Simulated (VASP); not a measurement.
Consider the following.

```
CELL_PARAMETERS angstrom
      5.25800     2.61843     2.61843
      2.61843     5.25800     2.61843
      2.61843     2.61843     5.25800
ATOMIC_POSITIONS crystal
  Mn 0.00000 0.00000 0.00000
  Mn 0.50000 0.50000 0.50000
  S  0.25000 0.25000 0.25000
  S  0.75000 0.75000 0.75000
```
Starting moments (μB, in the order of the record's atoms Mn Mn S S): 4.3 -4.3 0.0 0.0.

The numbers are results of r2SCAN meta-GGA, VASP's PBE PAW potentials (set 64) (plane waves; VASP), not measurements. Settings: 520 eV cut-off, 7×7×7 Γ-centred mesh, Gaussian smearing of 0.050 eV, potentials Mn_pv S.

Give the stress tensor in GPa (positive for a compressed cell).

```
-4.37   0.05   0.05
 0.05  -4.37   0.05
 0.05   0.05  -4.37
```
The pressure is its mean diagonal, -4.37 GPa.

The compound is MnS in the rock salt, AFM-II order structure. This cell is one point of a volume scan, at 1.06 of the reference volume.
